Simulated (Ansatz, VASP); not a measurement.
# Si2Ni (NiSi2 strained to the junction's net) in two plane-wave programs

Wanted: the spread between two codes on one cell, functional and k mesh. The cell is generated by rule, not measured, and may not be a known phase. Of the first pair: The structure shown is the start of the Ansatz relaxation below; VASP solves that cell, so the two are compared at the walk's first step.

Program: Ansatz 0.2.0. Level of theory: plane waves, with VASP 6.6.1 beside it; single point at PBE. Results are calculated unless marked as measured.

## 1. The structure

It takes space group R-3m (No. 166, trigonal). Conventional cell: a = 3.820 Å, b = 3.820 Å, c = 9.439 Å, α = 90.00°, β = 90.00°, γ = 120.00°. Nearest to Si lie 4 Ni at 2.34 to 2.36 Å. Ni has 8 Si at 2.34 to 2.36 Å nearest. Farther neighbours are not listed.

## 2. Ansatz: relaxation, PBE

Ansatz runs on its default PAW (the set named soft_2) files.

The two programs are compared at the cell with which this relaxation starts, whose forces are those of its first step.

Input file input.yaml:

```yaml
crystal:
  lattice:
    - [3.82, 0.0, 0.0]
    - [-1.91, 3.3082170425, 0.0]
    - [0.0, 0.0, 9.4386254325]
  atoms:
    - { symbol: Si, position: [0.0, 0.0, 0.0] }
    - { symbol: Ni, position: [0.6666666667, 0.3333333333, 0.0833333333] }
    - { symbol: Si, position: [0.3333333333, 0.6666666667, 0.1666666667] }
    - { symbol: Si, position: [0.6666666667, 0.3333333333, 0.3333333333] }
    - { symbol: Ni, position: [0.3333333333, 0.6666666667, 0.4166666667] }
    - { symbol: Si, position: [0.0, 0.0, 0.5] }
    - { symbol: Si, position: [0.3333333333, 0.6666666667, 0.6666666667] }
    - { symbol: Ni, position: [0.0, 0.0, 0.75] }
    - { symbol: Si, position: [0.6666666667, 0.3333333333, 0.8333333333] }
kpoints:
  mp_grid: { grid: [12, 12, 3] }
scf:
  occupations: { method: fermi_dirac, width: 0.1 }
  max_iter: 150
hamiltonian:
  xc: pbe
relax:
  f_tol: 0.01
  max_steps: 40
  cell: { fix: [a, b, angles] }
```

Command:

```console
ansatz run input.yaml --threads 8 --pin off --max-ram 24576MiB --backend cpu --events-out ev --progress --plain --runs-dir out
```

Numbers of over 12 decimals in the logs are rounded to 6 here.

The log of the run:

```text
Engine: ansatz 0.2.0, aarch64-unknown-linux-gnu
Pseudopotentials: kind: paw
Pseudopotential: Si, paw, valence charge 4, recommended cutoff 420 eV (normal), Si.paw.azcp
Pseudopotential: Ni, paw, valence charge 18, recommended cutoff 420 eV (normal), Ni.paw.azcp
Functional definition: PBE
  parameter kappa = 0.804
  parameter beta = 0.066725
  exchange = pbe_x(kappa = kappa, mu = beta*pi^2/3)
  correlation = pbe_c(beta = beta)
Crystal: 9 atoms, lattice volume = 119.280 Å³
Basis set: ecut = 420 eV, 2287 PW (Γ), exchange–correlation on 54×54×128 points (8 copies of the dense FFT grid, shifted against one another)
Bands: 48, of which v1, the nominal top of the filled ones, is band 39 counted from 1 (38 counted from 0)
Symmetry: 36 space group operations
Space group: R-3m (ITA 166), of the structure as read, at distance tolerance 4.9e-5 Å
k-points: 50 of 432
Non-local potential: Si, projectors of the file, l = 0: 2, l = 1: 2, l = 2: 2
Non-local potential: Ni, projectors of the file, l = 0: 3, l = 1: 2, l = 2: 3, l = 3: 1
PAW form: soft (Blöchl's): semilocal exchange-correlation on the pseudo side does not see the compensation charge
PAW one-centre angular grid: Si, 110 points (default); XC on 64 Gauss nodes
PAW one-centre angular grid: Ni, 590 points (default); XC on 64 Gauss nodes
Initial density: superposition of atomic densities (neutral atoms: chi_scale 0, normalization atom), corrected by the library's trained network
Initial wavefunctions: pseudopotential atomic-orbital guess
Functional: x = pbe(κ = 0.804, μ = 0.219515), c = pbe(β = 0.066725)
SCF iter   1: F=—  HF=-21337.245495 eV  |F-HF|=—  |Δ(HF+E_count)|=         —  Δρ=1.05e-2  dr2=9.38e-2  ethr=1.77e-3  ⟨swp⟩=7.7  Hψ=10244  notcnv=0
preconditioner: auto → Kerker (q_TF=auto, 2.542 Å⁻¹)  [metal: Δε(μ)=0.019 eV  Ē_g=7.374 eV  σ=0.100 eV  W_gap=0.05  n_scr=36 (ndim 8)  ℏωp=25.0 eV  f_vac=0.000  D(μ)=2.68/eV (n_scr^D=24)]
SCF iter   2: F=—  HF=-21337.236714 eV  |F-HF|=—  |Δ(HF+E_count)|=   8.78e-3  Δρ=4.23e-3  dr2=1.86e-2  ethr=1.20e-4  ⟨swp⟩=2.0  Hψ=3023  notcnv=0  defer=1
SCF iter   3: F=—  HF=-21337.234760 eV  |F-HF|=—  |Δ(HF+E_count)|=   1.95e-3  Δρ=5.44e-4  dr2=2.93e-4  ethr=2.38e-5  ⟨swp⟩=1.3  Hψ=2501  notcnv=0  defer=2
SCF iter   4: F=—  HF=-21337.234915 eV  |F-HF|=—  |Δ(HF+E_count)|=   1.55e-4  Δρ=2.06e-4  dr2=6.65e-5  ethr=3.76e-7  ⟨swp⟩=2.0  Hψ=4273  notcnv=0  defer=2
SCF iter   5: F=—  HF=-21337.234909 eV  |F-HF|=—  |Δ(HF+E_count)|=   5.88e-6  Δρ=2.04e-4  dr2=3.67e-5  ethr=8.53e-8  ⟨swp⟩=2.0  Hψ=3720  notcnv=0  defer=2
SCF iter   6: F=—  HF=-21337.234912 eV  |F-HF|=—  |Δ(HF+E_count)|=   3.11e-6  Δρ=8.21e-5  dr2=6.48e-6  ethr=4.71e-8  ⟨swp⟩=2.0  Hψ=3404  notcnv=0  defer=2
SCF iter   7: F=—  HF=-21337.234914 eV  |F-HF|=—  |Δ(HF+E_count)|=   1.55e-6  Δρ=1.19e-5  dr2=2.43e-7  ethr=8.30e-9  ⟨swp⟩=2.3  Hψ=3482  notcnv=0  defer=2
SCF iter   8: F=-21337.234914 eV  HF=-21337.234914 eV  |F-HF|=2.84e-10  |Δ(HF+E_count)|=   1.46e-7  Δρ=2.60e-6  dr2=1.36e-8  ethr=1.28e-10  ⟨swp⟩=4.1  Hψ=8519  notcnv=0
SCF 1 converged in 8 iterations: F = -21337.234914 eV  dr2 = 1.36e-8
  greatest PAW one-centre occupation: 1.000 electrons in one spin orbital (limit 2), on the Ni atom at site 7 (counted from 0), in its partial waves of l = 1
relax step   1: F+E_penalty+E_count = -21337.23491371 eV  Δ(F+E_penalty+E_count) = +0.000e0 eV  max|allowed force component| = 1.022e-1 eV/Å  Δτ_max = 0.0000 Å  P = +2.224 GPa  Ω = 119.280 Å³  fix = [a, b, alpha, beta, gamma]  reactions: a +2.489, b +2.489 GPa  (8 SCF iters, dr2 threshold 1.00e-7 eV, accepted)
[...]
relax step   2: F+E_penalty+E_count = -21337.24253114 eV  Δ(F+E_penalty+E_count) = -7.617e-3 eV  max|allowed force component| = 6.340e-2 eV/Å  Δτ_max = 0.0071 Å  P = +1.513 GPa  Ω = 119.848 Å³  energy of the carried Pulay correction = -1.604e-4 eV  fix = [a, b, alpha, beta, gamma]  reactions: a +1.925, b +1.925 GPa  (6 SCF iters, dr2 threshold 9.00e-7 eV, accepted)
[...]
relax step   3: F+E_penalty+E_count = -21337.24520713 eV  Δ(F+E_penalty+E_count) = -2.676e-3 eV  max|allowed force component| = 6.899e-3 eV/Å  Δτ_max = 0.0087 Å  P = +0.884 GPa  Ω = 120.368 Å³  energy of the carried Pulay correction = -3.061e-4 eV  fix = [a, b, alpha, beta, gamma]  reactions: a +1.365, b +1.365 GPa  (6 SCF iters, dr2 threshold 9.00e-7 eV, accepted)
[...]
relax step   4: F+E_penalty+E_count = -21337.24522637 eV  Δ(F+E_penalty+E_count) = -1.924e-5 eV  max|allowed force component| = 1.263e-3 eV/Å  Δτ_max = 0.0005 Å  P = +0.899 GPa  Ω = 120.356 Å³  energy of the carried Pulay correction = -3.027e-4 eV  fix = [a, b, alpha, beta, gamma]  reactions: a +1.358, b +1.358 GPa  (6 SCF iters, dr2 threshold 1.59e-8 eV, accepted)
[...]
relax step   5: F+E_penalty+E_count = -21337.24552743 eV  Δ(F+E_penalty+E_count) = -3.011e-4 eV  max|allowed force component| = 1.318e-3 eV/Å  Δτ_max = 0.0000 Å  P = +0.900 GPa  Ω = 120.356 Å³  fix = [a, b, alpha, beta, gamma]  reactions: a +1.359, b +1.359 GPa  stress off target by 1.76e-2 GPa on what of the cell is left free  SCF on the basis re-selected at this cell (its energy is not comparable with the rows above)  (6 SCF iters)
basis re-selected at this cell: Δ(F+E_penalty+E_count) = -3.011e-4 eV, ΔP = +0.001 GPa vs the last step (what re-selecting the basis moved, of the pressure what is left beyond the Pulay correction that the steps carried, after the strain that the cell walked since its last selection, with what the two solves' SCF thresholds leave and, on support functions, any second-order correction that the steps lacked; it is no m [...]
SCF converged after 6 iterations
Free energy (F): -21337.245527 eV
Harris-Foulkes:  -21337.245527 eV  (|F-HF|=3.64e-12)
Internal energy: -21337.158418 eV  (E = F + TS)
E sigma→0 (E₀):  -21337.201973 eV
Entropy (-TS):   -0.087109 eV (-9.679 meV/atom)
Fermi energy:    12.977919 eV
--- Per-component energies (eV) ---
  E_band       = -1048.060128
  E_kinetic    = 1108.847492
  E_local      = -14778.456355  (includes V_loc(G=0)·N_el)
  E_nonlocal   = 2038.649260
  E_hartree    = 6389.151352
  E_xc         = -596.930227
  E_vxc        = -624.274008  (∫ρ·V_xc dr)
  E_paw        = -7954.127059  (= ΣΔE_a)
  E_vpaw       = -1571.131202  (= ΣTr[D̂ρ^β])
  E_aug_tail   = 0.001666  (compensation charges beyond the density's cutoff)
  E_ewald      = -7544.294548
  E_smearing   = -0.087109  (= −TS)
  E_closure    = 0.000000  (closes the sum)
  Σ components = -21337.245527   (vs F -21337.245527, Δ=0.00e0)
--- Forces (eV/Å), atoms counted from 1 ---
  atom   1  Si    -0.00000000     0.00000000    -0.00131830
  atom   2  Ni     0.00000000    -0.00000000     0.00000000
  atom   3  Si     0.00000000    -0.00000000     0.00131830
  atom   4  Si    -0.00000000     0.00000000    -0.00131830
  atom   5  Ni     0.00000000     0.00000000     0.00000000
  atom   6  Si     0.00000000    -0.00000000     0.00131830
  atom   7  Si    -0.00000000     0.00000000    -0.00131830
  atom   8  Ni     0.00000000     0.00000000     0.00000000
  atom   9  Si     0.00000000    -0.00000000     0.00131830
  max |Σ_I F_I| component: 3.39e-17 eV/Å
--- Stress (GPa, compression-positive) ---
        1.358940       0.000000      -0.000000
        0.000000       1.358940       0.000000
       -0.000000       0.000000      -0.017581
  P = ⅓ Tr σ = 0.9001 GPa (9.001 kbar)
--- Relaxed structure (4 steps of the walk, 4 accepted, 1 SCFs on fresh bases) ---
  F+E_penalty+E_count = -21337.24552743 eV   max|allowed force component| = 1.318e-3 eV/Å   (the final SCF, on the basis selected at the relaxed cell)
  cell:  # Å, volume = 120.3556 Å³
    - [3.820000, 0, 0]
    - [-1.910000, 3.308217, 0]
    - [0, 0, 9.523770]
  atoms:
    - { symbol: Si, position: [-5.482604993682103e-19, 0, -0.00173086] }
    - { symbol: Ni, position: [0.666667, 0.333333, 0.083333] }
    - { symbol: Si, position: [0.333333, 0.666667, 0.168398] }
    - { symbol: Si, position: [0.666667, 0.333333, 0.331602] }
    - { symbol: Ni, position: [0.333333, 0.666667, 0.416667] }
    - { symbol: Si, position: [5.482604993682104e-19, 0, 0.501731] }
    - { symbol: Si, position: [0.333333, 0.666667, 0.664936] }
    - { symbol: Ni, position: [0, 0, 0.750000] }
    - { symbol: Si, position: [0.666667, 0.333333, 0.835064] }
```

Reading the cycles: dr2 is the Hartree energy of the density residual (eV), the measure of convergence; HF is the Harris–Foulkes estimate of the energy, which meets the free energy F at convergence.

## 3. VASP: single point, PBE, start cell, pair 1

The same cell, functional, mesh and smearing now go to VASP, with its own data sets.

Lines of VASP's logs that name or quote its potential files are left out, and so is its time.

Input file INCAR:

```
SYSTEM = Si2Ni
PREC = Accurate
ENCUT = 520
EDIFF = 1E-06
NELM = 120
ISMEAR = -1
SIGMA = 0.1
LREAL = .FALSE.
ALGO = Normal
GGA = PE
NBANDS = 36
LASPH = .TRUE.
LORBIT = 11
LWAVE = .FALSE.
LCHARG = .FALSE.
ISIF = 2
GGA_COMPAT = .FALSE.
KPAR = 2
```

Input file POSCAR:

```
Si2Ni
1.0
    3.8200000000      0.0000000000      0.0000000000
   -1.9100000000      3.3082170000      0.0000000000
    0.0000000000      0.0000000000      9.4386250000
Si Ni
6 3
Direct
    0.0000000000      0.0000000000      0.0000000000
    0.3333333333      0.6666666667      0.1666666490
    0.6666666667      0.3333333333      0.3333332980
    0.0000000000      0.0000000000      0.5000000530
    0.3333333333      0.6666666667      0.6666667020
    0.6666666667      0.3333333333      0.8333333510
    0.6666666667      0.3333333333      0.0833333245
    0.3333333333      0.6666666667      0.4166667285
    0.0000000000      0.0000000000      0.7500000265
```

Input file KPOINTS:

```
Automatic mesh
0
Gamma
12 12 3
0 0 0
```

The projector-augmented-wave data sets are Si and Ni (PBE family, release 64).

Command:

```console
mpirun -np 2 vasp_std
```

The log of the run:

```text
[banner, memory and clock lines left out]
running    2 mpi-ranks, on    1 nodes
 distrk:  each k-point on    1 cores,    2 groups
 distr:  one band on    1 cores,    1 groups

 POSCAR found type information on POSCAR SiNi
 POSCAR found :  2 types and       9 ions
 LDA part: xc-table for (Slater+PW92), standard interpolation
 POSCAR, INCAR and KPOINTS ok, starting setup
 FFT: planning ... GRIDC
 FFT: planning ... GRID_SOFT
 FFT: planning ... GRID
 WAVECAR not read
 entering main loop
       N       E                     dE             d eps       ncg     rms          rms(c)
DAV:   1     0.337403722271E+03    0.33740E+03   -0.22970E+04  3600   0.158E+03
DAV:   2    -0.272865354284E+02   -0.36469E+03   -0.35088E+03  3608   0.347E+02
DAV:   3    -0.569897271997E+02   -0.29703E+02   -0.28536E+02  4228   0.111E+02
DAV:   5    -0.582165907061E+02   -0.39591E-01   -0.39547E-01  4696   0.377E+00    0.282E+01
DAV:   6    -0.717432110170E+02   -0.13527E+02   -0.17392E+02  4588   0.198E+02    0.436E+01
DAV:   7    -0.531199498313E+02    0.18623E+02   -0.44068E+01  4336   0.114E+02    0.107E+01
DAV:   8    -0.523928207226E+02    0.72713E+00   -0.15049E+01  5460   0.484E+01    0.666E+00
DAV:   9    -0.521316384626E+02    0.26118E+00   -0.21965E+00  5056   0.185E+01    0.162E+00
DAV:  10    -0.521342719998E+02   -0.26335E-02   -0.48421E-02  4568   0.209E+00    0.951E-01
DAV:  11    -0.521316144560E+02    0.26575E-02   -0.97285E-03  4080   0.456E-01    0.468E-01
DAV:  12    -0.521312033487E+02    0.41111E-03   -0.36338E-03  4708   0.877E-01    0.183E-01
DAV:  13    -0.521311400324E+02    0.63316E-04   -0.52445E-04  4576   0.365E-01    0.232E-02
DAV:  14    -0.521311455673E+02   -0.55349E-05   -0.58007E-05  4680   0.707E-02    0.233E-02
DAV:  15    -0.521311460592E+02   -0.49190E-06   -0.35126E-06  3784   0.148E-02
   1 F= -.52131146E+02 E0= -.52087245E+02  d E =-.878024E-01
```

From OUTCAR (step 3):

```text
ion  position               nearest neighbor table
   1  0.000  0.000  0.000-   7 2.34   7 2.34   7 2.34   9 2.36   6 2.71   2 2.71   2 2.71   6 2.71
                             6 2.71   2 2.71
   2  0.333  0.667  0.167-   7 2.34   7 2.34   7 2.34   8 2.36   3 2.71   1 2.71   3 2.71   1 2.71
                             1 2.71   3 2.71
   3  0.667  0.333  0.333-   8 2.34   8 2.34   8 2.34   7 2.36   2 2.71   2 2.71   2 2.71   4 2.71
                             4 2.71   4 2.71
   4  0.000  0.000  0.500-   8 2.34   8 2.34   8 2.34   9 2.36   5 2.71   5 2.71   5 2.71   3 2.71
                             3 2.71   3 2.71
   5  0.333  0.667  0.667-   9 2.34   9 2.34   9 2.34   8 2.36   6 2.71   4 2.71   4 2.71   6 2.71
                             4 2.71   6 2.71
   6  0.667  0.333  0.833-   9 2.34   9 2.34   9 2.34   7 2.36   5 2.71   1 2.71   5 2.71   1 2.71
                             1 2.71   5 2.71
   7  0.667  0.333  0.083-   2 2.34   1 2.34   2 2.34   1 2.34   1 2.34   2 2.34   3 2.36   6 2.36

  LATTYP: Found a hexagonal cell.
 ALAT       =     3.8200000000
 C/A-ratio  =     2.4708442408

 Subroutine GETGRP returns: Found 12 space group operations
 (whereof  6 operations were pure point group operations)

The static configuration has the point symmetry C_3v.
 The point group associated with its full space group is D_3d.

 Found     50 irreducible k-points:

   k-points           NKPTS =     50   k-points in BZ     NKDIM =     50   number of bands    NBANDS=     36

   dimension x,y,z NGX =    28 NGY =   28 NGZ =   70
   dimension x,y,z NGXF=    56 NGYF=   56 NGZF=  140

   ENCUT  =  520.0 eV  38.22 Ry    6.18 a.u.   7.10  7.10 17.55*2*pi/ulx,y,z

   NELECT =      54.0000    total number of electrons

 k-points in reciprocal lattice and weights: Automatic mesh
   0.00000000  0.00000000  0.00000000       0.002
   0.08333333 -0.00000000  0.00000000       0.014
   0.16666667 -0.00000000  0.00000000       0.014
   0.25000000 -0.00000000  0.00000000       0.014
   0.33333333 -0.00000000  0.00000000       0.014
   0.41666667  0.00000000  0.00000000       0.014
   0.50000000 -0.00000000  0.00000000       0.007
   0.08333333  0.08333333  0.00000000       0.014
   0.16666667  0.08333333  0.00000000       0.028
[...]
-0.25000000 -0.41666667  0.33333333       0.028
   0.33333333  0.33333333  0.33333333       0.009

 average (electrostatic) potential at core
       1 -79.9803       2 -79.9802       3 -79.9802       4 -79.9802       5 -79.9803
       6 -79.9803       7 -82.4052       8 -82.4052       9 -82.4052

 E-fermi :  10.3166

 k-point     1 :       0.0000    0.0000    0.0000
  band No.  band energies     occupation
    ...
     21       9.6602      1.99718
     22       9.6602      1.99718
     23       9.6602      1.99718
     24       9.6602      1.99718
     25       9.9977      1.92084
     26      11.8529      0.00000
     27      11.8529      0.00000
     28      11.9809      0.00000
     29      12.0716      0.00000
     30      12.0716      0.00000
    ...

 k-point     2 :       0.0833   -0.0000    0.0000
  band No.  band energies     occupation
    ...
     21       8.8064      2.00000
     22       9.0930      1.99999
     23       9.4778      1.99955
     24       9.8862      1.97335
     25       9.9308      1.95867
     26      11.0997      0.00079
     27      11.3468      0.00007
     28      11.3722      0.00005
     29      11.8829      0.00000
     30      11.9588      0.00000
    ...

 k-point     3 :       0.1667   -0.0000    0.0000
  band No.  band energies     occupation
    ...
     21       7.9917      2.00000
     22       8.4588      2.00000
     23       8.7471      2.00000
     24       9.2162      1.99997
     25       9.6547      1.99734
     26      10.4796      0.32770
     27      10.6603      0.06235
     28      10.8159      0.01349
     29      11.6501      0.00000
     30      11.7185      0.00000
    ...

  Total        1.8205916      1.8205916      1.2525796      0.0000000      0.0000000      0.0000000
  in kB       24.4544018     24.4544011     16.8247971      0.0000000      0.0000000      0.0000000
  external PRESSURE =      21.9112000 kB  Pullay stress =       0.0000000 kB

  energy-cutoff  :      520.00
  volume of cell :      119.28
      direct lattice vectors                 reciprocal lattice vectors
     3.820000000  0.000000000  0.000000000     0.261780105  0.151138816  0.000000000
    -1.910000000  3.308217000  0.000000000     0.000000000  0.302277632  0.000000000
     0.000000000  0.000000000  9.438625000     0.000000000  0.000000000  0.105947635

 POSITION                                       TOTAL-FORCE (eV/Angst)
 -----------------------------------------------------------------------------------
      0.00000      0.00000      0.00000         0.000000      0.000000     -0.103581
     -0.00000      2.20548      1.57310        -0.000000     -0.000000      0.103581
      1.91000      1.10274      3.14621         0.000000      0.000000     -0.103581
      0.00000      0.00000      4.71931        -0.000000     -0.000000      0.103581
     -0.00000      2.20548      6.29242         0.000000      0.000000     -0.103581
      1.91000      1.10274      7.86552        -0.000000      0.000000      0.103581
      1.91000      1.10274      0.78655        -0.000000      0.000000      0.000000
     -0.00000      2.20548      3.93276         0.000000     -0.000000      0.000000
      0.00000      0.00000      7.07897         0.000000      0.000000      0.000000
 -----------------------------------------------------------------------------------
    total drift:                                0.000000     -0.000000     -0.000015

  FREE ENERGIE OF THE ION-ELECTRON SYSTEM (eV)
  ---------------------------------------------------
  free  energy   TOTEN  =       -52.1311460592 eV

  energy  without entropy=      -52.0433436654  energy(sigma->0) =      -52.08724486

 total charge
# of ion       s       p       d       tot
------------------------------------------
    1        0.741   0.841   0.000   1.582
    2        0.741   0.841   0.000   1.582
    3        0.741   0.841   0.000   1.582
    4        0.741   0.841   0.000   1.582
    5        0.741   0.841   0.000   1.582
    6        0.741   0.841   0.000   1.582
    7        0.556   0.791   8.444   9.791
    8        0.556   0.791   8.444   9.791
    9        0.556   0.791   8.444   9.791
--------------------------------------------------
tot          6.115   7.419  25.331  38.864

[... 3 further parts left out ...]
```

This run has no spin polarisation, so a moment on Ni, if there is one, isn't seen.

## 4. Comparison

Known differences besides the potentials themselves: the data sets hold 78 valence electrons in Ansatz (on its default PAW (the set named soft_2) files) and 54 in VASP; the cutoff is 420 eV in Ansatz and 520 eV in VASP. Total energies have different zeros and are not compared.

Forces (eV/Å; atoms numbered as in POSCAR):

```
atom        Ansatz x, y, z          VASP x, y, z
 Si1  0.000, 0.000, -0.102  0.000, 0.000, -0.104
 Si2   0.000, 0.000, 0.102   0.000, 0.000, 0.104
 Si3  0.000, 0.000, -0.102  0.000, 0.000, -0.104
 Si4   0.000, 0.000, 0.102   0.000, 0.000, 0.104
 Si5  0.000, 0.000, -0.102  0.000, 0.000, -0.104
 Si6   0.000, 0.000, 0.102   0.000, 0.000, 0.104
 Ni7   0.000, 0.000, 0.000   0.000, 0.000, 0.000
 Ni8   0.000, 0.000, 0.000   0.000, 0.000, 0.000
 Ni9   0.000, 0.000, 0.000   0.000, 0.000, 0.000
```

The forces differ by 0.6 meV/Å r.m.s., which is 1.3 % of the r.m.s. force of 0.049 eV/Å (both taken over all components).

[end of part 1 of 2]

[Lines on the potential files, build, host, timing and source positions are cut from VASP's logs without a mark.]

[Logs are printed without paths, hosts, clocks, repeated set-up lines and the standing remarks that a program may print on its own settings, such as how far it seeks lower states.]

[Hosts, paths, dates, database ids (printed as entryN), source tags and the programs' standing remarks are cut or masked in the printed files.]
